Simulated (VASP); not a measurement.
Data:

```
CELL_PARAMETERS angstrom
      0.00000     2.35932     2.35932
      2.35932     0.00000     2.35932
      2.35932     2.35932     0.00000
ATOMIC_POSITIONS crystal
  Sb 0.00000 0.00000 0.00000
```

All values below come from PBEsol GGA, VASP's PBE PAW potentials (set 64) (plane waves; VASP). Numerical set-up: 400 eV cut-off, Gaussian smearing of 0.050 eV, potentials Sb.

**Question.** Give the energies of bands 2 to 5 at the high-symmetry points, in eV from the Fermi level.

**Answer.** 
| band | Γ | X | U | L | W |
|---|---|---|---|---|---|
| 2 | 5.46 | -5.10 | -4.18 | -6.03 | -3.29 |
| 3 | 5.46 | 0.34 | -3.14 | 3.71 | -3.29 |
| 4 | 5.46 | 0.34 | 1.20 | 3.71 | -1.62 |
| 5 | 10.04 | 4.11 | 5.02 | 8.31 | 9.36 |

It has no gap at this level: it comes out as a metal or semimetal.

The structure was generated: Sb was put into the fcc type (Fm-3m), which need not be its known phase. It was relaxed first.
